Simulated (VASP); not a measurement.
```xyz
5
Lattice="4.1900 0.0000 0.0000 0.0000 4.1900 0.0000 0.0000 0.0000 4.1900" Properties=species:S:1:pos:R:3 pbc="T T T"
Ba     0.0000     0.0000     0.0000
Zr     2.0950     2.0950     2.0950
O      2.0950     0.0000     2.0950
O      0.0000     2.0950     2.0950
O      2.0950     2.0950     0.0000
```

These are PBEsol GGA, VASP's PBE PAW potentials (set 64) (plane waves; VASP) values and carry that method's errors. Settings: 520 eV cut-off, Gaussian smearing of 0.050 eV, potentials Ba_sv Zr_sv O.

Unless said otherwise, spin-orbit coupling is left out, though it shifts the bands of the heavy elements here.

Q: Give the energies of bands 12 to 23 at the high-symmetry points, in eV from the valence-band maximum.

A: 
| band | Γ | X | M | R |
|---|---|---|---|---|
| 12 | -1.46 | -3.68 | -3.83 | -3.76 |
| 13 | -1.46 | -1.94 | -3.77 | -3.76 |
| 14 | -1.46 | -1.94 | -3.70 | -3.53 |
| 15 | -1.00 | -1.83 | -2.45 | -2.56 |
| 16 | -1.00 | -1.76 | -2.45 | -2.56 |
| 17 | -1.00 | -1.76 | -0.94 | -2.56 |
| 18 | -0.22 | -1.72 | -0.94 | 0.00 |
| 19 | -0.22 | -0.45 | -0.79 | 0.00 |
| 20 | -0.22 | -0.45 | -0.08 | 0.00 |
| 21 | 3.11 | 3.56 | 5.66 | 5.91 |
| 22 | 3.11 | 5.69 | 5.66 | 5.91 |
| 23 | 3.11 | 5.69 | 6.43 | 5.91 |

The gap is indirect, 3.11 eV, from the valence maximum at R to the conduction minimum at Γ.

The compound is BaZrO3 in the cubic perovskite structure. The cell was not relaxed at this level.
